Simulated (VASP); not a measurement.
Set up this calculation in VASP 6.6.1, as the native input.

```
Task                   : single point
Functional             : r2SCAN
Potentials or basis    : VASP PAW PBE potentials, release 64 (Si, B)
Cutoff                 : 520 eV
k mesh                 : 14 × 14 × 10
Occupations            : gaussian, width 0.1 eV
Spin                   : no spin polarisation
Further INCAR settings : ALGO = Normal; EDIFF = 1e-06
```

The structure of SiB2 lies in POSCAR:

```
SiB2                                    
1.0
    2.9805100196      0.0000000000     -0.0000000000
   -1.4902550098      2.5811974014      0.0000000000
    0.0000000000     -0.0000000000      3.5248981609
  Si              B             
     1     2
Direct
     0.0000000000000000    0.0000000000000000    0.0000000000000000
     0.3333333300000021    0.6666666699999979    0.5000000000000000
     0.6666666699999979    0.3333333300000021    0.5000000000000000
```

The cell was built by a generator and needn't be a form met in nature.

The input as run:

INCAR

```
ALGO = Normal
EDIFF = 1E-6
ENCUT = 520
ISIF = 2
ISMEAR = 0
LASPH = T
LCHARG = F
LMIXTAU = T
LREAL = F
LWAVE = F
METAGGA = R2SCAN
NELM = 150
PREC = Accurate
SIGMA = 0.1
```

KPOINTS

```
k-points
0
Gamma
  14 14 10
```

Potentials or basis: VASP PAW PBE potentials, release 64 (Si, B).

Run with:

```sh
$ cat potpaw_PBE.64/Si/POTCAR potpaw_PBE.64/B/POTCAR > POTCAR
$ mpirun -np 1 vasp_std > vasp.out
```

It gave:

* Pressure: -1.8 GPa
* Band gap on the k mesh: none (metal or under the smearing width)

Caveat: the PAW data sets were made with another functional, which shifts forces and pressure a little.

Run time: 120 s on 1 thread of Intel(R) Xeon(R) Platinum 8259CL CPU @ 2.50GHz (Skylake/Cascade Lake), with other jobs on the host, peak memory 0.17 GiB.
